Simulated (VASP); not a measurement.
# YSb under strain

Aim: follow the pressure of YSb through compression, expansion and shear. All runs use LDA. Left out of this account: at least 1 further run (fields: a reference on another mesh). The start is a cell from a database of measured crystal structures.

Calculated with VASP 6.6.1; LDA; plane waves and PAW (Y_sv, Sb).

## 1. Starting point

The structure is cubic, space group Fm-3m (No. 225). The conventional cell has a = 6.165 Å, b = 6.165 Å, c = 6.165 Å, α = 90.00°, β = 90.00°, γ = 90.00°. Nearest to Y lie 6 Sb at 3.08 Å. Nearest to Sb lie 6 Y at 3.08 Å. Farther neighbours are not listed.

As a file:

```
Y Sb
1.0
     0.00000    3.08225    3.08225
     3.08225    0.00000    3.08225
     3.08225    3.08225    0.00000
Y Sb
1 1
Cartesian
  3.0823 3.0823 3.0823
  0.0000 0.0000 0.0000
```

## 2. Bands, cell as listed

The mesh alone shows little of the dispersion and can miss band extrema, so KPOINTS_OPT adds a path through the symmetry points after the self-consistent cycle. LDA, the lowest rung, knows the local density alone.

Input file INCAR:

```
SYSTEM = YSb
PREC = Accurate
ENCUT = 400
EDIFF = 1E-06
NELM = 100
ISMEAR = -1
SIGMA = 0.05
LREAL = .FALSE.
ALGO = Normal
GGA = CA
NBANDS = 20
LASPH = .TRUE.
LORBIT = 11
LWAVE = .FALSE.
LCHARG = .FALSE.
KPAR = 2
```

Input file POSCAR:

```
YSb
1.0
    0.0000000000      3.0822500000      3.0822500000
    3.0822500000      0.0000000000      3.0822500000
    3.0822500000      3.0822500000      0.0000000000
Y Sb
1 1
Direct
    0.5000000000      0.5000000000      0.5000000000
    0.0000000000      0.0000000000      0.0000000000
```

Input file KPOINTS:

```
Automatic mesh
0
Gamma
11 11 11
0 0 0
```

Input file KPOINTS_OPT:

```
Line mode
16
Line-mode
Reciprocal
  0.00000000   0.00000000   0.00000000 GAMMA
  0.50000000   0.00000000   0.50000000 X

  0.50000000   0.00000000   0.50000000 X
  0.50000000   0.25000000   0.75000000 W

  0.50000000   0.25000000   0.75000000 W
  0.37500000   0.37500000   0.75000000 K

  0.37500000   0.37500000   0.75000000 K
  0.00000000   0.00000000   0.00000000 GAMMA

  0.00000000   0.00000000   0.00000000 GAMMA
  0.50000000   0.50000000   0.50000000 L

  0.50000000   0.50000000   0.50000000 L
  0.62500000   0.25000000   0.62500000 U

  0.62500000   0.25000000   0.62500000 U
  0.50000000   0.25000000   0.75000000 W

  0.50000000   0.25000000   0.75000000 W
  0.50000000   0.50000000   0.50000000 L

  0.50000000   0.50000000   0.50000000 L
  0.37500000   0.37500000   0.75000000 K

  0.62500000   0.25000000   0.62500000 U
  0.50000000   0.00000000   0.50000000 X
```

PAW data sets: Y_sv and Sb (LDA family, release 64).

Launch:

```
> mpirun -np 2 vasp_std
```

The program printed:

```text
[banner, memory and clock lines left out]
running    2 mpi-ranks, on    1 nodes
 distrk:  each k-point on    1 cores,    2 groups
 distr:  one band on    1 cores,    1 groups

 POSCAR found type information on POSCAR Y Sb
 POSCAR found :  2 types and       2 ions
 LDA part: xc-table for (Slater(with rela. corr.)+CA(PZ))
 , standard interpolation
 POSCAR, INCAR and KPOINTS ok, starting setup
 FFT: planning ... GRIDC
 FFT: planning ... GRID_SOFT
 FFT: planning ... GRID
 WAVECAR not read
 entering main loop
       N       E                     dE             d eps       ncg     rms          rms(c)
DAV:   1     0.485127380801E+02    0.48513E+02   -0.55891E+03  2272   0.571E+02
DAV:   2    -0.113012338108E+02   -0.59814E+02   -0.56656E+02  2948   0.154E+02
DAV:   3    -0.149402164415E+02   -0.36390E+01   -0.35739E+01  3284   0.262E+01
DAV:   4    -0.150551684472E+02   -0.11495E+00   -0.11474E+00  2820   0.433E+00
DAV:   5    -0.150571208927E+02   -0.19524E-02   -0.19523E-02  2796   0.534E-01    0.256E+01
DAV:   6    -0.142875504870E+02    0.76957E+00   -0.39978E-01  2368   0.411E+00    0.183E+01
DAV:   7    -0.142320875508E+02    0.55463E-01   -0.27086E-01  2864   0.316E+00    0.407E+00
DAV:   8    -0.142063710164E+02    0.25717E-01   -0.85258E-02  2312   0.181E+00    0.560E-01
DAV:   9    -0.142044047671E+02    0.19662E-02   -0.65558E-03  2416   0.520E-01    0.329E-01
DAV:  10    -0.142044357430E+02   -0.30976E-04   -0.41794E-04  2852   0.119E-01    0.299E-01
DAV:  11    -0.142044251823E+02    0.10561E-04   -0.84034E-05  2460   0.607E-02    0.263E-02
DAV:  12    -0.142044253072E+02   -0.12486E-06   -0.46204E-06  2500   0.130E-02
   1 F= -.14204425E+02 E0= -.14203050E+02  d E =-.275094E-02
 Start KPOINTS_OPT (optional k-point list driver)
k-point batch [1-56\160]
       N       E                     dE             ncg
DAV:   1    -0.581270567723E+04   -0.28419E+05     2248
DAV:   2    -0.923004294656E+04   -0.34173E+04     2996
DAV:   3    -0.944211529472E+04   -0.21207E+03     3400
DAV:   4    -0.944782541081E+04   -0.57101E+01     2760
DAV:   5    -0.944794231595E+04   -0.11691E+00     2796
DAV:   6    -0.944794622685E+04   -0.39109E-02     2984
DAV:   7    -0.944794630463E+04   -0.77784E-04     2808
DAV:   8    -0.944794630851E+04   -0.38710E-05     2152
DAV:   9    -0.944794630860E+04   -0.92965E-07     1508
[...]
k-point batch [113-160\160]
       N       E                     dE             ncg
DAV:   1    -0.142562101852E+04   -0.27275E+05     1952
DAV:   2    -0.430333817421E+04   -0.28777E+04     2584
DAV:   3    -0.448918900522E+04   -0.18585E+03     2884
DAV:   4    -0.449467485531E+04   -0.54859E+01     2432
DAV:   5    -0.449479137284E+04   -0.11652E+00     2324
DAV:   6    -0.449479435238E+04   -0.29795E-02     2512
DAV:   7    -0.449479443185E+04   -0.79473E-04     2440
DAV:   8    -0.449479443474E+04   -0.28826E-05     1872
DAV:   9    -0.449479443482E+04   -0.78942E-07     1424
```

The job ended after 99 s (2 MPI ranks of AMD EPYC 7R43, shared host; peak memory 0.33 GiB).

Lines that name or quote the potential files are left out of all logs, and their timing lines are given in words.

Parts of OUTCAR (step 2):

```text
ion  position               nearest neighbor table
   1  0.500  0.500  0.500-   2 3.08   2 3.08   2 3.08   2 3.08   2 3.08   2 3.08
   2  0.000  0.000  0.000-   1 3.08   1 3.08   1 3.08   1 3.08   1 3.08   1 3.08

  LATTYP: Found a face centered cubic cell.
 ALAT       =     6.1645000000

 Subroutine GETGRP returns: Found 48 space group operations
 (whereof 48 operations were pure point group operations)

The static configuration has the point symmetry O_h .

 Found     56 irreducible k-points:

   k-points           NKPTS =     56   k-points in BZ     NKDIM =     56   number of bands    NBANDS=     20

   dimension x,y,z NGX =    28 NGY =   28 NGZ =   28
   dimension x,y,z NGXF=    56 NGYF=   56 NGZF=   56

   ENCUT  =  400.0 eV  29.40 Ry    5.42 a.u.   7.11  7.11  7.11*2*pi/ulx,y,z

   NELECT =      16.0000    total number of electrons

 k-points in reciprocal lattice and weights: Automatic mesh
   0.00000000  0.00000000  0.00000000       0.001
   0.09090909  0.00000000  0.00000000       0.006
   0.18181818  0.00000000  0.00000000       0.006
   0.27272727  0.00000000  0.00000000       0.006
   0.36363636  0.00000000  0.00000000       0.006
   0.45454545  0.00000000  0.00000000       0.006
   0.09090909  0.09090909  0.00000000       0.005
   0.18181818  0.09090909  0.00000000       0.018
   0.27272727  0.09090909  0.00000000       0.018
[...]
-0.36363636  0.45454545  0.18181818       0.018
  -0.27272727  0.45454545  0.18181818       0.018

 average (electrostatic) potential at core
       1 -35.6887       2 -87.3933

 E-fermi :   5.1094

 k-point     1 :       0.0000    0.0000    0.0000
  band No.  band energies     occupation
      1     -37.5327      2.00000
      2     -17.6220      2.00000
      3     -17.6220      2.00000
      4     -17.6220      2.00000
      5      -4.8384      2.00000
      6       5.8344      0.00000
      7       5.8344      0.00000
      8       5.8344      0.00000
      9       6.1152      0.00000
     10       6.1152      0.00000
    ...

 k-point     2 :       0.0909    0.0000    0.0000
  band No.  band energies     occupation
    ...
      2     -17.6309      2.00000
      3     -17.6224      2.00000
      4     -17.6224      2.00000
      5      -4.7500      2.00000
      6       4.8881      1.97635
      7       5.2111      0.23150
      8       5.2111      0.23149
      9       6.2876      0.00000
     10       6.2876      0.00000
     11       6.5243      0.00000
    ...

 k-point     3 :       0.1818    0.0000    0.0000
  band No.  band energies     occupation
    ...
      4     -17.6233      2.00000
      5      -4.4969      2.00000
      6       3.6351      2.00000
      7       4.4768      1.99999
      8       4.4768      1.99999
      9       6.5660      0.00000
     10       6.5660      0.00000
     11       6.7198      0.00000
     12       8.5580      0.00000
     13       8.5580      0.00000
    ...

  Total       -1.1398192     -1.1398192     -1.1398192      0.0000000     -0.0000000     -0.0000000
  in kB      -31.1826456    -31.1826456    -31.1826456      0.0000000     -0.0000000     -0.0000000
  external PRESSURE =     -31.1826456 kB  Pullay stress =       0.0000000 kB

  energy-cutoff  :      400.00
  volume of cell :       58.56
      direct lattice vectors                 reciprocal lattice vectors
     0.000000000  3.082250000  3.082250000    -0.162219158  0.162219158  0.162219158
     3.082250000  0.000000000  3.082250000     0.162219158 -0.162219158  0.162219158
     3.082250000  3.082250000  0.000000000     0.162219158  0.162219158 -0.162219158

 POSITION                                       TOTAL-FORCE (eV/Angst)
 -----------------------------------------------------------------------------------
      3.08225      3.08225      3.08225         0.000000      0.000000      0.000000
      0.00000      0.00000      0.00000        -0.000000     -0.000000     -0.000000
 -----------------------------------------------------------------------------------
    total drift:                                0.000000      0.000000      0.000000

  FREE ENERGIE OF THE ION-ELECTRON SYSTEM (eV)
  ---------------------------------------------------
  free  energy   TOTEN  =       -14.2044253072 eV

  energy  without entropy=      -14.2016743712  energy(sigma->0) =      -14.20304984

 total charge
# of ion       s       p       d       f       tot
--------------------------------------------------
    1        2.174   6.307   0.966   0.027   9.473
    2        1.125   1.458   0.014   0.000   2.597
--------------------------------------------------
tot          3.298   7.765   0.980   0.027  12.070

[... 3 further parts left out ...]
```

Spin-orbit coupling is off here; it can split and shift levels that hold much weight on Y and Sb by tenths of an eV or more. At this level the cell is under a tension of 3.1 GPa, so at these settings it is away from equilibrium.

This step gave:

| Property | Result |
| --- | --- |
| SCF cycles | 12 |
| electrons | 16 |
| bands | 20 |
| irreducible k-points | 56 |
| symmetry operations | 48 |
| free energy (TOTEN) | -14.20 eV |
| energy at zero smearing | -14.20 eV |
| Fermi energy | 5.109 eV |
| pressure | -3.118 GPa |
| metallic, judged on the points sampled | yes |

Electronic bands along the path, in eV, zero at the Fermi level; # counts the bands kept in this run, so #1 is VASP's band 5:

| point | #1 | #2 | #3 | #4 | #5 | #6 | #7 | #8 |
| --- | --- | --- | --- | --- | --- | --- | --- | --- |
| Γ | -9.95 | 0.72 | 0.72 | 0.72 | 1.01 | 1.01 | 1.01 | 1.65 |
| 0.47 of the way | -9.32 | -2.48 | -0.52 | -0.52 | 0.18 | 1.99 | 3.09 | 3.09 |
| X | -8.78 | -2.90 | -0.75 | -0.75 | -0.52 | 2.49 | 2.83 | 3.47 |
| 0.47 of the way | -8.69 | -2.81 | -1.67 | -1.57 | 0.69 | 2.66 | 3.26 | 3.47 |
| W | -8.56 | -2.43 | -2.43 | -2.29 | 2.26 | 2.26 | 2.71 | 3.47 |
| 0.47 of the way | -8.58 | -2.62 | -2.61 | -1.78 | 1.49 | 2.79 | 3.02 | 3.48 |
| K | -8.59 | -2.72 | -2.69 | -1.37 | 0.97 | 3.04 | 3.47 | 3.49 |
| 0.47 of the way | -9.02 | -2.95 | -1.55 | -1.50 | 1.74 | 2.54 | 2.83 | 2.94 |
| Γ | -9.95 | 0.72 | 0.72 | 0.72 | 1.01 | 1.01 | 1.01 | 1.65 |
| 0.47 of the way | -9.40 | -2.16 | -0.98 | -0.98 | 1.68 | 1.68 | 1.72 | 4.12 |
| L | -8.46 | -4.26 | -1.84 | -1.84 | 2.81 | 2.81 | 3.06 | 3.37 |
| 0.47 of the way | -8.50 | -3.87 | -2.09 | -1.71 | 2.14 | 2.80 | 2.88 | 4.36 |
| U | -8.59 | -2.72 | -2.69 | -1.37 | 0.97 | 3.04 | 3.47 | 3.49 |
| 0.47 of the way | -8.58 | -2.64 | -2.63 | -1.70 | 1.39 | 2.85 | 3.09 | 3.48 |
| W | -8.56 | -2.43 | -2.43 | -2.29 | 2.26 | 2.26 | 2.71 | 3.47 |
| 0.47 of the way | -8.52 | -3.60 | -2.19 | -1.73 | 2.20 | 2.30 | 3.10 | 4.40 |
| L | -8.46 | -4.26 | -1.84 | -1.84 | 2.81 | 2.81 | 3.06 | 3.37 |
| 0.53 of the way | -8.51 | -3.76 | -2.16 | -1.68 | 1.99 | 2.81 | 2.90 | 4.39 |
| K | -8.59 | -2.72 | -2.69 | -1.37 | 0.97 | 3.04 | 3.47 | 3.49 |
| jump to U | -8.59 | -2.72 | -2.69 | -1.37 | 0.97 | 3.04 | 3.47 | 3.49 |
| 0.53 of the way | -8.73 | -2.86 | -1.62 | -0.94 | 0.13 | 2.86 | 3.15 | 3.37 |
| X | -8.78 | -2.90 | -0.75 | -0.75 | -0.52 | 2.49 | 2.83 | 3.47 |

Of the projections kept (Y, Sb), the largest for each band there, as a share of the weight inside these atoms' spheres; weight between the spheres isn't counted:

| point | #1 | #2 | #3 | #4 | #5 | #6 | #7 | #8 |
| --- | --- | --- | --- | --- | --- | --- | --- | --- |
| Γ | Sb 0.88 | Sb 0.80 | Sb 0.80 | Sb 0.80 | Y 0.95 | Y 0.95 | Y 0.95 | Y 0.94 |
| X | Sb 0.88 | Sb 0.52 | Sb 0.64 | Sb 0.64 | Y 0.94 | Y 0.94 | Y 0.86 | Y 1.00 |
| W | Sb 0.89 | Y 0.51 | Y 0.51 | Sb 0.53 | Y 0.85 | Y 0.85 | Y 0.92 | Y 1.00 |
| K | Sb 0.88 | Y 0.50 | Sb 0.51 | Sb 0.53 | Y 0.86 | Y 1.00 | Y 0.89 | Y 0.94 |
| Γ | Sb 0.88 | Sb 0.80 | Sb 0.80 | Sb 0.80 | Y 0.95 | Y 0.95 | Y 0.95 | Y 0.94 |
| L | Sb 0.88 | Sb 0.52 | Y 0.54 | Y 0.54 | Y 0.99 | Y 0.99 | Y 0.95 | Y 0.63 |

The electronic bands as a text plot (rows in eV, shown from -8.0 to 6.6 only):

```
    6.2 |    *      *  *   ****   *      **     *   *   *
    5.6 |  *  *         ***  * *     ****  * ***     *** ** **
    5.0 | *      ***      *** * *   *  *    **        *    *  ***
    4.4 |      **        *     *   *  * *   ***     ***    **
    3.8 |*    **    *****        **  *   * *  *******  * ** **
    3.2 |   *** **************  *         ** *************  *****
    2.6 | ***  ********* *******    *   ******  ***  ********  **
    2.0 |******      **   ******** *  **    *    ****      *
    1.4 |*          *  * *    ********       ** *           *
    0.8 |***       *    *        **            *             **
    0.2 |******   *             ** *                           *
   -0.4 | * ******              *   *                           *
   -1.0 |  *   ****           **    ***                       ***
   -1.6 |          *   ******* *     * **********   ********** *
   -2.2 |   *       ***   *** *             ***  ******   *** *
   -2.8 |    ********* ***   *        *       **** *         ****
   -3.5 |                 ***          *     *      **      *
   -4.1 |                               *****         ******
   -4.7 |
   -5.3 |
   -5.9 |
   -6.5 |
   -7.1 |
   -7.7 |
         Γ       X    W  K        Γ      L     U  W     L   K|U X
```

There is no gap at this level.

(Continued in part 2 of 4.)

[Lines on the potential files, build, host, timing and source positions are cut from VASP's logs without a mark.]

[Logs are printed without paths, hosts, clocks, repeated set-up lines and the standing remarks that a program may print on its own settings, such as how far it seeks lower states.]

[Hosts, paths, dates, database ids (printed as entryN), source tags and the programs' standing remarks are cut or masked in the printed files.]

[A measured line is paired with the nearest computed mode of its activity, which favours agreement.]

[In band tables of VASP the shares of atoms and orbitals are scaled to a sum of 1 inside the atoms' spheres.]
